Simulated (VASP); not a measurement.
Given:

```
CELL_PARAMETERS angstrom
     -2.20267     2.20267     1.20180
      2.20267    -2.20267     1.20180
      2.20267     2.20267    -1.20180
ATOMIC_POSITIONS crystal
  Co 0.75000 0.25000 0.50000
  Co 0.00000 0.00000 0.00000
```
Starting moments (μB, in the order of the record's atoms Co Co): 3.0 3.0.

The numbers are results of PBEsol GGA, VASP's PBE PAW potentials (set 64) (plane waves; VASP 6.6.1), not measurements. Run with 400 eV cut-off, 15×15×15 Γ-centred mesh, first-order Methfessel-Paxton smearing of 0.10 eV, potentials Co.

### Question
The ions, cell shape and volume are relaxed. Predict the relaxed structure.

### Answer

```
CELL_PARAMETERS angstrom
     -2.20667     2.20667     1.17453
      2.20667    -2.20667     1.17453
      2.20667     2.20667    -1.17453
ATOMIC_POSITIONS crystal
  Co 0.75000 0.25000 0.50000
  Co 0.00000 0.00000 0.00000
```
Space group I4_1/amd (141), at a tolerance of 0.03 Å. The cell ends with 3.49 μB, on the sites 1.74 1.74 μB.

### Question
How do energy and volume change from the first to the last step?

### Answer
The energy (σ→0) changes by -6.2 meV/atom and the volume by -1.9 %, in 5 ionic steps.

The structure was generated: Co was put into the beta-Sn type (I4_1/amd), which need not be its known phase. This run relaxes it. Symmetry was kept, so distortions that lower it aren't found.
